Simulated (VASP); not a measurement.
All values below come from r2SCAN meta-GGA, VASP's PBE PAW potentials (set 64) (plane waves; VASP).

The input files of a VASP run:

**INCAR**
```
CSHIFT  =  0.1
SYSTEM  =  NaI
LPEAD  =  .TRUE.
PREC  =  Accurate
LWAVE  =  .FALSE.
ALGO  =  Normal   # blocked Davidson
LMIXTAU  =  .TRUE.
ENCUT  =  400   # plane-wave cut-off (eV)
SIGMA  =  0.01   # width (eV)
LREAL  =  .FALSE.   # projection in real space or not
LCHARG  =  .FALSE.
LASPH  =  .TRUE.   # aspherical one-centre terms
METAGGA  =  R2SCAN
LOPTICS  =  .TRUE.
LMAXMIX  =  4   # l cut-off of mixed one-centre charges
EDIFF  =  1E-7
NBANDS  =  33
NEDOS  =  1001
ISMEAR  =  0   # Gaussian
NELM  =  100
```

File KPOINTS:
```
Automatic mesh
0
Gamma
9 9 9
0 0 0
```

POSCAR:
```
NaI
1
   -0.0000000000     3.2231658243     3.2231658243
    3.2231658243     0.0000000000     3.2231658243
    3.2231658243     3.2231658243    -0.0000000000
Na I
1 1
Direct
  0.0000000000   0.0000000000   0.0000000000
  0.5000000000   0.5000000000   0.5000000000
```

POTCAR, in this order: Na_pv I (PBE.64 set). Program: vasp_std.

Output

OSZICAR:
```
       N       E                     dE             d eps       ncg     rms          rms(c)
DAV:   1     0.800642359490E+02    0.80064E+02   -0.45965E+03  2366   0.321E+02
DAV:   2    -0.243014546405E+02   -0.10437E+03   -0.95182E+02  2440   0.131E+02
DAV:   3    -0.324411761751E+02   -0.81397E+01   -0.80177E+01  2917   0.352E+01
DAV:   4    -0.325777413384E+02   -0.13657E+00   -0.13645E+00  2827   0.437E+00
DAV:   5    -0.325804380395E+02   -0.26967E-02   -0.26965E-02  2884   0.645E-01    0.220E+00
DAV:   6    -0.310107022340E+02    0.15697E+01   -0.22823E-01  2374   0.259E+00    0.202E+00
DAV:   7    -0.310386751962E+02   -0.27973E-01   -0.11062E-01  2436   0.198E+00    0.567E-01
DAV:   8    -0.311308229673E+02   -0.92148E-01   -0.84499E-02  2349   0.134E+00    0.259E-01
DAV:   9    -0.310727669204E+02    0.58056E-01   -0.54566E-02  2360   0.112E+00    0.413E-01
DAV:  10    -0.309425682278E+02    0.13020E+00   -0.52139E-02  2328   0.105E+00    0.102E-01
DAV:  11    -0.310857896166E+02   -0.14322E+00   -0.38731E-02  2325   0.883E-01    0.607E-02
DAV:  12    -0.310855488169E+02    0.24080E-03   -0.42476E-04  3004   0.802E-02    0.576E-02
DAV:  13    -0.310855490961E+02   -0.27918E-06   -0.28233E-06  2807   0.730E-03    0.576E-02
DAV:  14    -0.310855075486E+02    0.41547E-04   -0.25797E-06  2740   0.934E-03    0.590E-02
DAV:  15    -0.310868680422E+02   -0.13605E-02   -0.35105E-04  2410   0.121E-01    0.574E-02
DAV:  16    -0.310882814781E+02   -0.14134E-02   -0.51160E-04  2403   0.112E-01    0.692E-02
DAV:  17    -0.310883127645E+02   -0.31286E-04   -0.46305E-05  2730   0.377E-02    0.711E-02
DAV:  18    -0.310882573643E+02    0.55400E-04   -0.18986E-05  2649   0.316E-02    0.546E-02
DAV:  19    -0.310882677426E+02   -0.10378E-04   -0.25361E-05  2504   0.391E-02    0.236E-02
DAV:  20    -0.310882511690E+02    0.16574E-04   -0.58841E-06  2405   0.145E-02    0.138E-02
DAV:  21    -0.310882512260E+02   -0.57022E-07   -0.29591E-06  3027   0.134E-02    0.135E-02
DAV:  22    -0.310882461357E+02    0.50903E-05   -0.44395E-07  2599   0.394E-03    0.148E-02
DAV:  23    -0.310882438839E+02    0.22518E-05   -0.73128E-07  3014   0.683E-03    0.179E-02
DAV:  24    -0.310882429321E+02    0.95180E-06   -0.28659E-08  2671   0.736E-04    0.182E-02
DAV:  25    -0.310882428214E+02    0.11073E-06   -0.45736E-10  1330   0.997E-05    0.182E-02
DAV:  26    -0.310882422867E+02    0.53470E-06   -0.17220E-09  1289   0.259E-04    0.179E-02
DAV:  27    -0.310882396207E+02    0.26660E-05   -0.84183E-09  2475   0.495E-04    0.170E-02
DAV:  28    -0.310882362437E+02    0.33770E-05   -0.13957E-08  2676   0.652E-04    0.162E-02
DAV:  29    -0.310882313703E+02    0.48734E-05   -0.24431E-08  2712   0.838E-04    0.143E-02
DAV:  30    -0.310882205583E+02    0.10812E-04   -0.10999E-07  2700   0.158E-03    0.914E-03
DAV:  31    -0.310882077272E+02    0.12831E-04   -0.12629E-07  2746   0.165E-03    0.391E-03
DAV:  32    -0.310882029423E+02    0.47850E-05   -0.32745E-08  2770   0.904E-04    0.124E-03
DAV:  33    -0.310882003553E+02    0.25869E-05   -0.70412E-09  1631   0.483E-04    0.219E-04
DAV:  34    -0.310882006514E+02   -0.29609E-06   -0.25584E-09  1232   0.357E-04    0.203E-04
DAV:  35    -0.310882003389E+02    0.31256E-06   -0.13707E-09  1222   0.220E-04    0.155E-04
DAV:  36    -0.310882008601E+02   -0.52119E-06   -0.38156E-10  1219   0.100E-04    0.362E-05
DAV:  37    -0.310882008222E+02    0.37827E-07   -0.58792E-11  1215   0.338E-05
   1 F= -.31088201E+02 E0= -.31088201E+02  d E =-.310956E-20
 imaginary and real dielectric function
```

File OUTCAR:
```
------------------------ aborting loop because EDIFF is reached ----------------------------------------
  FORCE on cell =-STRESS in cart. coord.  units (eV):
  Direction    XX          YY          ZZ          XY          YZ          ZX
  --------------------------------------------------------------------------------------
  Total       -0.0334728     -0.0334728     -0.0334728      0.0000000      0.0000000      0.0000000
  in kB       -0.8008001     -0.8008001     -0.8008001      0.0000000      0.0000000      0.0000000
  external PRESSURE =      -0.8008001 kB  Pullay stress =       0.0000000 kB
  volume of cell :       66.97
      direct lattice vectors                 reciprocal lattice vectors
     0.000000000  3.223165824  3.223165824    -0.155126986  0.155126986  0.155126986
     3.223165824  0.000000000  3.223165824     0.155126986 -0.155126986  0.155126986
     3.223165824  3.223165824  0.000000000     0.155126986  0.155126986 -0.155126986
  FREE ENERGIE OF THE ION-ELECTRON SYSTEM (eV)
  ---------------------------------------------------
  free  energy   TOTEN  =       -31.0882008222 eV

  energy  without entropy=      -31.0882008222  energy(sigma->0) =      -31.08820082

 plasma frequency squared (from intraband transitions) (eV^2)
  --------------------------------------------------------------------------------------
       0.000       0.000       0.000
       0.000       0.000       0.000
       0.000       0.000       0.000

 plasma frequency squared (from interband transitions, int dw w eps(2)(w)) (eV^2)
  --------------------------------------------------------------------------------------
     202.109       0.000      -0.000      -0.000      -0.000       0.000
      -0.000       0.000     202.109       0.000      -0.000      -0.000
      -0.000      -0.000      -0.000       0.000     202.109       0.000
```
(Selected blocks of OUTCAR.)

File OUTCAR:
```
 val. band max:        0.5662856376   @ k =   0.0000   0.0000   0.0000

 cond. band min:       5.0428397229   @ k =   0.0000   0.0000   0.0000


 Fermi energy:         0.6267392668

 k-point     1 :       0.0000    0.0000    0.0000
  band No.  band energies     occupation
      1     -22.6701      2.00000
      2     -22.6699      2.00000
      3     -22.6699      2.00000
      4     -10.8120      2.00000
      5       0.5663      2.00000
      6       0.5663      2.00000
      7       0.5663      2.00000
      8       5.0428      0.00000
      9       9.0401      0.00000
     10       9.0402      0.00000
     11       9.0402      0.00000
     12      10.9124      0.00000
     13      10.9124      0.00000
     14      11.6956      0.00000
     15      13.1213      0.00000
     16      13.1217      0.00000
     17      13.1217      0.00000
     18      18.1531      0.00000
     19      23.3636      0.00000
     20      23.3640      0.00000
     21      23.3640      0.00000
     22      24.2805      0.00000
     23      24.2805      0.00000
     24      24.2806      0.00000
     25      25.0574      0.00000
     26      25.0574      0.00000
     27      25.0574      0.00000
     28      26.5824      0.00000
     29      26.5824      0.00000
     30      29.9636      0.00000
     31      29.9636      0.00000
     32      31.6135      0.00000
     33      31.6138      0.00000

 k-point     2 :       0.1111    0.0000    0.0000
  band No.  band energies     occupation
      1     -22.6705      2.00000
      2     -22.6701      2.00000
      3     -22.6699      2.00000
      4     -10.7743      2.00000
      5       0.2005      2.00000
      6       0.5277      2.00000
      7       0.5277      2.00000
      8       5.4563      0.00000
      9       8.7354      0.00000
     10       9.1809      0.00000
     11       9.1810      0.00000
     12      10.5872      0.00000
     13      10.5872      0.00000
     14      12.3124      0.00000
     15      13.0171      0.00000
...
```

Unless said otherwise, spin-orbit coupling is left out, though it shifts the bands of the heavy elements here.

The compound is NaI in the rock salt structure. It was relaxed first.
